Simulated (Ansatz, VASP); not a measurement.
# Two plane-wave programs on Os2Au

```
Os Au
1.0
     0.00000    2.99985    2.99985
     2.99985    0.00000    2.99985
     2.99985    2.99985    0.00000
Os Au
2 1
Direct
  0.25000 0.25000 0.25000
  0.75000 0.75000 0.75000
  0.00000 0.00000 0.00000
```

Alike in both runs: functional PBE; k mesh 6 × 6 × 6; occupations gaussian, width 0.1 eV; no spin polarisation.

Ansatz relaxed the structure, and its values are those at the end. VASP's run is a single point on that final structure, the one shown.

|  | VASP | Ansatz |
| --- | --- | --- |
| version | VASP 6.6.1 | Ansatz 0.2.0 |
| potentials or method | VASP PAW PBE potentials, release 64 (Os, Au) | scalar-relativistic, plane waves, PAW |
| plane-wave cutoff (eV) | 520 | 420 |
| valence electrons in the cell | 27 | 51 |

VASP gave:

- gap on the k mesh at the Fermi level (eV): none
- pressure (GPa): -0.5

Problem. Which values does Ansatz return?

Solution. gap on the k mesh at the Fermi level (eV): none; pressure (GPa): 0.1.

A gap of «none» marks a metal or a gap that the smearing closes. The two sets of potentials don't hold the same shells in valence.

Spin-orbit coupling is left out, which matters for the levels of Au, Os.
